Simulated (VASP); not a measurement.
# GeB2C2 (P1) in VASP: further runs

Runs on GeB2C2. Level: PBE. Tasks: equation of state.

All numbers are computed with VASP 6.6.1; they aren't measurements. Logs are shortened: lines on timing, memory, paths and dates and some standing lists are left out, and cuts for length are marked.

## Step 1: The structure

The typed cell holds 5 atoms: a = 2.754 Å, b = 4.675 Å, c = 5.471 Å, α = 93.73°, β = 90.59°, γ = 90.00°.

The cell was built by a generator and needn't be a form met in nature.

## Step 2: Equation of state, PBE, 14.06 Å³/atom

Contents of INCAR:

```
  PREC = Accurate
  ENCUT = 520
  EDIFF = 1E-6
  ISMEAR = 0
  SIGMA = 0.1
  LREAL = F
  LASPH = T
  NELM = 100
  ALGO = Normal
  ISIF = 4
  LWAVE = F
  LCHARG = F
  GGA = PE
  IBRION = 2
  NSW = 30
  EDIFFG = -0.02
  KPAR = 4
```

Contents of KPOINTS:

```
regular mesh
0
Gamma
  10 6 6
```

Contents of POSCAR:

```
GeB2C2
1.0
    2.7541330000      0.0000000000      0.0000000000
   -0.0001650000      4.6749860000      0.0000000000
   -0.0564290000     -0.3560070000      5.4587710000
Ge B C
1 2 2
Direct
    0.9779890000      0.0193660000      0.1660340000
    0.4852150000      0.1708330000      0.5043280000
    0.9842010000      0.6580640000      0.4615110000
    0.9846520000      0.3280800000      0.4758290000
    0.4842800000      0.8310970000      0.4644290000
```

Potentials or basis: VASP PAW PBE potentials, release 64 (Ge_d, B, C).

Run with:

```console
$ cat potpaw_PBE.64/Ge_d/POTCAR potpaw_PBE.64/B/POTCAR potpaw_PBE.64/C/POTCAR > POTCAR
$ mpirun -np 4 vasp_std > vasp.out
```

OUTCAR:

```text
PREC = Accurate
   ENCUT = 520
   EDIFF = 1E-6
   ISMEAR = 0
   LREAL = F
   LASPH = T
   NELM = 100
   ISIF = 4
   GGA = PE
   IBRION = 2
   NSW = 30
   EDIFFG = -0.02

 ion  position               nearest neighbor table
   1  0.978  0.019  0.166-   4 2.15   5 2.35   5 2.35   2 2.38   2 2.38   3 2.41
   2  0.485  0.171  0.504-   4 1.57   4 1.57   5 1.59   1 2.38   1 2.38
   3  0.984  0.658  0.462-   4 1.55   5 1.60   5 1.60   1 2.41
   4  0.985  0.328  0.476-   3 1.55   2 1.57   2 1.57   1 2.15
   5  0.484  0.831  0.464-   2 1.59   3 1.60   3 1.60   1 2.35   1 2.35

  LATTYP: Found a triclinic cell.
 ALAT       =     6.0993875665
 B/A-ratio  =     0.4515425475
 C/A-ratio  =     0.7664681006
 COS(alpha) =     0.0000352942
 COS(beta)  =     0.0583832736
 COS(gamma) =     0.4422909629

  Lattice vectors:

 A1 = (  -2.6977040000,   0.3560070000,  -5.4587710000)
 A2 = (  -2.7541330000,   0.0000000000,   0.0000000000)
 A3 = (  -0.0001650000,   4.6749860000,   0.0000000000)

Analysis of symmetry for initial positions (statically):
=====================================================================
 Subroutine PRICEL returns:
 Original cell was already a primitive cell.

 Routine SETGRP: Setting up the symmetry group for a
 triclinic supercell.

 Subroutine GETGRP returns: Found  1 space group operations
 (whereof  1 operations were pure point group operations)
 out of a pool of  2 trial point group operations.

The static configuration has the point symmetry C_1 .

Analysis of symmetry for dynamics (positions and initial velocities):
=====================================================================
 Subroutine PRICEL returns:
 Original cell was already a primitive cell.

 Routine SETGRP: Setting up the symmetry group for a
 triclinic supercell.

 Subroutine GETGRP returns: Found  1 space group operations
 (whereof  1 operations were pure point group operations)
 out of a pool of  2 trial point group operations.

The dynamic configuration has the point symmetry C_1 .

 Subroutine INISYM returns: Found  1 space group operations
 (whereof  1 operations are pure point group operations),
 and found     1 'primitive' translations

----------------------------------------------------------------------------------------

[... 95 lines left out ...]
   LASPH  =      T    aspherical Exc in radial PAW
   ENCUT  =  520.0 eV  38.22 Ry    6.18 a.u.   5.12  8.69 10.17*2*pi/ulx,y,z
   NELM   =    100;   NELMIN=  2; NELMDL= -5     # of ELM steps
   EDIFF  = 0.1E-05   stopping-criterion for ELM
   LREAL  =      F    real-space projection
   EDIFFG = -.2E-01   stopping-criterion for IOM
   NSW    =     30    number of steps for IOM
   IBRION =      2    ionic relax: 0-MD 1-quasi-New 2-CG
   NFREE  =      1    steps in history (QN), initial steepest desc. (CG)
   ISIF   =      4    stress and relaxation
   ISYM   =      2    0-nonsym 1-usesym 2-fastsym
   POTIM  = 0.5000    time-step for ionic-motion
   TEBEG  =    0.0;   TEEND  =   0.0 temperature during run
   PSTRESS=    0.0 pullay stress
   NELECT =      28.0000    total number of electrons
   NUPDOWN=      -1.0000    fix difference up-down
   EMIN   =  10.00;   EMAX   =-10.00  energy-range for DOS
   EFERMI =   0.00;   METHOD = LEGACY
   ISMEAR =     0;   SIGMA  =   0.10  broadening in eV -4-tet -1-fermi 0-gaus
   EFERMI_NEDOS =   21; number of points for ismear=-14 and -15
   IALGO  =     38    algorithm
   IMIX   =      4    mixing-type and parameters
     AMIX     =   0.40;   BMIX     =  1.00
     AMIX_MAG =   1.60;   BMIX_MAG =  1.00
  volume/ion in A,a.u.               =      14.06        94.86
  Fermi-wavevector in a.u.,A,eV,Ry     =   1.204594  2.276353 19.742699  1.451047
  Thomas-Fermi vector in A             =   2.340315
   LORBIT       =      0    0 simple, 1 ext, 2 COOP (PROOUT), +10 PAW based schemes
   GGA     = PE    functional components
   LHFCALC =     F    Hartree Fock is set to
   AEXX    =    0.0000 exact exchange contribution
   IVDW    =     0    specifies the selected vdW correction
   LEPSILON=     F    determine dielectric tensor
   LRPA    =     F    only Hartree local field effects (RPA)
 conjugate gradient relaxation of ions
 non-spin polarized calculation
 Gauss-broadening in eV      SIGMA  =   0.10
  energy-cutoff  :      520.00
  volume of cell :       70.28
 maximum number of plane-waves:      1917
   NGX = 11   NGY = 17   NGZ = 21

 number of electron      28.0000006 magnetization

 Free energy of the ion-electron system (eV)
  ---------------------------------------------------
  ext. energy  EPLUGINS =         0.00000000
  ---------------------------------------------------
  free energy    TOTEN  =       -34.87836014 eV

  energy without entropy =      -34.87790411  energy(sigma->0) =      -34.87813213

 E-fermi :   2.7334     XC(G=0):  -8.9743

 val. band max:        2.6405628799   @ k =   0.5000   0.0000   0.5000
 cond. band min:       2.8237940651   @ k =   0.4000   0.5000  -0.0000
 fundamental gap:      0.1832311852
 Fermi energy:         2.7334022090

 k-point     1 :       0.0000    0.0000    0.0000
  band No.  band energies     occupation
      1     -22.3494      2.00000
      2     -22.2117      2.00000
      3     -22.1912      2.00000
      4     -22.1755      2.00000
      5     -22.1601      2.00000
      6     -12.7484      2.00000
[... 481 lines left out ...]
      5     -22.1683      2.00000
      6     -10.9606      2.00000
[... 10 lines left out ...]
     17       7.0541      0.00000
     18       8.1427      0.00000

 [... further k-points ...]
[... 5 lines left out ...]
  --------------------------------------------------------------------------------------
  -------------------------------------------------------------------------------------
  Total       -0.0036534     -0.0036683     -0.0002183      0.0001886     -0.0055153     -0.0007923
  in kB       -0.0832809     -0.0836204     -0.0049762      0.0042997     -0.1257234     -0.0180606
  external PRESSURE =      -0.0572925 kB  Pullay stress =       0.0000000 kB

 VOLUME and BASIS-vectors are now :
 -----------------------------------------------------------------------------
  energy-cutoff  :      520.00
  volume of cell :       70.28
      direct lattice vectors                 reciprocal lattice vectors
     2.754133000  0.000000000  0.000000000     0.363090671  0.000012815  0.003754216
    -0.000165000  4.674986000  0.000000000     0.000000000  0.213904384  0.013950294
    -0.056429000 -0.356007000  5.458771000     0.000000000  0.000000000  0.183191418

 POSITION                                       TOTAL-FORCE (eV/Angst)
 -----------------------------------------------------------------------------------
      2.68414      0.03143      0.90634         0.001369     -0.001783      0.001732
      1.30786      0.61910      2.75301        -0.001096      0.002277     -0.003095
      2.68447      2.91214      2.51928         0.002626     -0.001039      0.000202
      2.68496      1.36437      2.59744        -0.003430     -0.001154     -0.001018
      1.30743      3.72003      2.53521         0.000531      0.001700      0.002178
 -----------------------------------------------------------------------------------
    total drift:                               -0.000672     -0.001210     -0.000295

  FREE ENERGIE OF THE ION-ELECTRON SYSTEM (eV)
  ---------------------------------------------------
  free  energy   TOTEN  =       -34.8783601434 eV

  energy  without entropy=      -34.8779041112  energy(sigma->0) =      -34.87813213

 reached required accuracy - stopping structural energy minimisation
```

OSZICAR:

```text
N       E                     dE             d eps       ncg     rms          rms(c)
DAV:   1     0.221289621501E+03    0.22129E+03   -0.13861E+04  7062   0.279E+03
DAV:   2    -0.109699531890E+02   -0.23226E+03   -0.22470E+03  7852   0.592E+02
DAV:   3    -0.388637917141E+02   -0.27894E+02   -0.27202E+02  7794   0.148E+02
DAV:   4    -0.401195570303E+02   -0.12558E+01   -0.12530E+01  8858   0.329E+01
DAV:   5    -0.401463534464E+02   -0.26796E-01   -0.26788E-01  8844   0.486E+00    0.101E+01
DAV:   6    -0.353754525816E+02    0.47709E+01   -0.13055E+01 10212   0.301E+01    0.482E+00
DAV:   7    -0.349335346867E+02    0.44192E+00   -0.24820E+00  8126   0.934E+00    0.252E+00
DAV:   8    -0.348755292828E+02    0.58005E-01   -0.32801E-01  8566   0.491E+00    0.762E-01
DAV:   9    -0.348758121986E+02   -0.28292E-03   -0.29104E-02  7868   0.116E+00    0.212E-01
DAV:  10    -0.348773743030E+02   -0.15621E-02   -0.51813E-03  7614   0.594E-01    0.102E-01
DAV:  11    -0.348781630455E+02   -0.78874E-03   -0.10371E-03  8318   0.222E-01    0.480E-02
DAV:  12    -0.348783272012E+02   -0.16416E-03   -0.64444E-04  7412   0.157E-01    0.169E-02
DAV:  13    -0.348783559707E+02   -0.28769E-04   -0.59412E-05  7946   0.551E-02    0.104E-02
DAV:  14    -0.348783594710E+02   -0.35003E-05   -0.13808E-05  8074   0.242E-02    0.440E-03
DAV:  15    -0.348783601434E+02   -0.67241E-06   -0.29347E-06  6924   0.134E-02
   1 F= -.34878360E+02 E0= -.34878132E+02  d E =-.348784E+02
```

CONTCAR:

```text
GeB2C2
   1.00000000000000
     2.7541329999999999    0.0000000000000000    0.0000000000000000
    -0.0001650000000000    4.6749859999999996    0.0000000000000000
    -0.0564290000000000   -0.3560070000000000    5.4587709999999996
  Ge              B               C
     1     2     2
Direct
     0.9779890000000009    0.0193659999999980    0.1660340000000033
     0.4852149999999966    0.1708330000000018    0.5043280000000010
     0.9842009999999988    0.6580640000000031    0.4615110000000016
     0.9846519999999970    0.3280799999999999    0.4758289999999974
     0.4842799999999983    0.8310969999999998    0.4644290000000026

  0.00000000E+00  0.00000000E+00  0.00000000E+00
  0.00000000E+00  0.00000000E+00  0.00000000E+00
  0.00000000E+00  0.00000000E+00  0.00000000E+00
  0.00000000E+00  0.00000000E+00  0.00000000E+00
  0.00000000E+00  0.00000000E+00  0.00000000E+00
```

Run time: 32 s. Hardware: 4 MPI ranks of Intel Xeon 6975P-C (Granite Rapids), shared host; peak memory 0.35 GiB.

What came out:

```yaml
Free_energy: -34.8784 eV
Pressure: 0.0 GPa
Largest_force: 0.004 eV/Å
Band_gap_on_the_k_mesh: 0.18 eV, indirect (least direct gap 1.24 eV)
```

## Step 3: Equation of state, PBE, 13.64 Å³/atom (volume scaled by 0.97)

INCAR is that of step 2.

KPOINTS is that of step 2.

Edit POSCAR of step 2 so:

```diff
@@ -2,5 +2,5 @@
 1.0
-    2.7541330000      0.0000000000      0.0000000000
-   -0.0001650000      4.6749860000      0.0000000000
-   -0.0564290000     -0.3560070000      5.4587710000
+    2.7263115726      0.0000000000      0.0000000000
+   -0.0001633332      4.6277606904      0.0000000000
+   -0.0558589711     -0.3524107238      5.4036281289
 Ge B C
```

Potentials or basis: VASP PAW PBE potentials, release 64 (Ge_d, B, C).

Run with:

```console
$ cat potpaw_PBE.64/Ge_d/POTCAR potpaw_PBE.64/B/POTCAR potpaw_PBE.64/C/POTCAR > POTCAR
$ mpirun -np 4 vasp_std > vasp.out
```

Run time: 2.1 min. Hardware: 4 MPI ranks of Intel Xeon 6975P-C (Granite Rapids), shared host; peak memory 0.35 GiB.

Results (log left out):

```
Free energy            : -34.8759 eV
Pressure               : 0.2 GPa
Largest force          : 0.008 eV/Å
Band gap on the k mesh : 0.07 eV, indirect (least direct gap 1.15 eV)
```

## Step 4: Equation of state, PBE, 14.48 Å³/atom (volume scaled by 1.03)

INCAR is that of step 3.

KPOINTS is that of step 3.

Edit POSCAR of step 3 so:

```diff
@@ -2,5 +2,5 @@
 1.0
-    2.7263115726      0.0000000000      0.0000000000
-   -0.0001633332      4.6277606904      0.0000000000
-   -0.0558589711     -0.3524107238      5.4036281289
+    2.7814034171      0.0000000000      0.0000000000
+   -0.0001666338      4.7212760006      0.0000000000
+   -0.0569877393     -0.3595320510      5.5128217528
 Ge B C
```

Run with:

```console
$ cat potpaw_PBE.64/Ge_d/POTCAR potpaw_PBE.64/B/POTCAR potpaw_PBE.64/C/POTCAR > POTCAR
$ mpirun -np 4 vasp_std > vasp.out
```

It took 2.1 min on 4 MPI ranks of Intel Xeon 6975P-C (Granite Rapids), shared host; peak memory 0.37 GiB.

It converged, with:

```
Free energy            : -34.8787 eV
Pressure               : -0.1 GPa
Largest force          : 0.013 eV/Å
Band gap on the k mesh : 0.29 eV, indirect (least direct gap 1.31 eV)
```

## Step 5: Equation of state, PBE, 13.21 Å³/atom (volume scaled by 0.94)

INCAR is that of step 4.

KPOINTS is that of step 4.

Edit POSCAR of step 4 so:

```diff
@@ -2,5 +2,5 @@
 1.0
-    2.7814034171      0.0000000000      0.0000000000
-   -0.0001666338      4.7212760006      0.0000000000
-   -0.0569877393     -0.3595320510      5.5128217528
+    2.6979104284      0.0000000000      0.0000000000
+   -0.0001616317      4.5795513440      0.0000000000
+   -0.0552770645     -0.3487395118      5.3473362423
 Ge B C
```

Run with:

```console
$ cat potpaw_PBE.64/Ge_d/POTCAR potpaw_PBE.64/B/POTCAR potpaw_PBE.64/C/POTCAR > POTCAR
$ mpirun -np 4 vasp_std > vasp.out
```

Wall time 2.1 min (4 MPI ranks of Intel Xeon 6975P-C (Granite Rapids), shared host); peak memory 0.35 GiB.

The run converged. Its results:

| Quantity | Value |
| --- | --- |
| Free energy | -34.8700 eV |
| Pressure | 0.5 GPa |
| Largest force | 0.015 eV/Å |
| Band gap on the k mesh | none (metal or under the smearing width) |

## Step 6: Equation of state, PBE, 14.90 Å³/atom (volume scaled by 1.06)

INCAR is that of step 5.

KPOINTS is that of step 5.

Edit POSCAR of step 5 so:

```diff
@@ -2,5 +2,5 @@
 1.0
-    2.6979104284      0.0000000000      0.0000000000
-   -0.0001616317      4.5795513440      0.0000000000
-   -0.0552770645     -0.3487395118      5.3473362423
+    2.8081493215      0.0000000000      0.0000000000
+   -0.0001682361      4.7666756702      0.0000000000
+   -0.0575357320     -0.3629893021      5.5658329063
 Ge B C
```

Potentials or basis: VASP PAW PBE potentials, release 64 (Ge_d, B, C).

Run with:

```console
$ cat potpaw_PBE.64/Ge_d/POTCAR potpaw_PBE.64/B/POTCAR potpaw_PBE.64/C/POTCAR > POTCAR
$ mpirun -np 4 vasp_std > vasp.out
```

Run time: 2.4 min. Hardware: 4 MPI ranks of Intel Xeon 6975P-C (Granite Rapids), shared host; peak memory 0.39 GiB.

Results (log left out):

```
Free energy            : -34.8777 eV
Pressure               : -0.2 GPa
Largest force          : 0.019 eV/Å
Band gap on the k mesh : 0.34 eV, indirect (least direct gap 1.38 eV)
```

## Step 7: Equation of state, PBE, 12.79 Å³/atom (volume scaled by 0.91)

INCAR is that of step 6.

KPOINTS is that of step 6.

Edit POSCAR of step 6 so:

```diff
@@ -2,5 +2,5 @@
 1.0
-    2.8081493215      0.0000000000      0.0000000000
-   -0.0001682361      4.7666756702      0.0000000000
-   -0.0575357320     -0.3629893021      5.5658329063
+    2.6688983903      0.0000000000      0.0000000000
+   -0.0001598936      4.5303050398      0.0000000000
+   -0.0546826414     -0.3449893339      5.2898335465
 Ge B C
```

Run with:

```console
$ cat potpaw_PBE.64/Ge_d/POTCAR potpaw_PBE.64/B/POTCAR potpaw_PBE.64/C/POTCAR > POTCAR
$ mpirun -np 4 vasp_std > vasp.out
```

It took 2.6 min on 4 MPI ranks of Intel Xeon 6975P-C (Granite Rapids), shared host; peak memory 0.34 GiB.

It converged, with:

```yaml
Free_energy: -34.8589 eV
Pressure: 1.1 GPa
Largest_force: 0.019 eV/Å
Band_gap_on_the_k_mesh: none (metal or under the smearing width)
```

## Step 8: Equation of state, PBE, 15.32 Å³/atom (volume scaled by 1.09)

INCAR is that of step 7.

KPOINTS is that of step 7.

Edit POSCAR of step 7 so:

```diff
@@ -2,5 +2,5 @@
 1.0
-    2.6688983903      0.0000000000      0.0000000000
-   -0.0001598936      4.5303050398      0.0000000000
-   -0.0546826414     -0.3449893339      5.2898335465
+    2.8343952289      0.0000000000      0.0000000000
+   -0.0001698085      4.8112266232      0.0000000000
+   -0.0580734802     -0.3663819221      5.6178530514
 Ge B C
```

Run with:

```console
$ cat potpaw_PBE.64/Ge_d/POTCAR potpaw_PBE.64/B/POTCAR potpaw_PBE.64/C/POTCAR > POTCAR
$ mpirun -np 4 vasp_std > vasp.out
```

Run time: 2.7 min. Hardware: 4 MPI ranks of Intel Xeon 6975P-C (Granite Rapids), shared host; peak memory 0.4 GiB.

The run converged. Its results:

| Property | Result |
| --- | --- |
| Free energy | -34.8759 eV |
| Pressure | -0.2 GPa |
| Largest force | 0.014 eV/Å |
| Band gap on the k mesh | 0.39 eV, indirect (least direct gap 1.43 eV) |
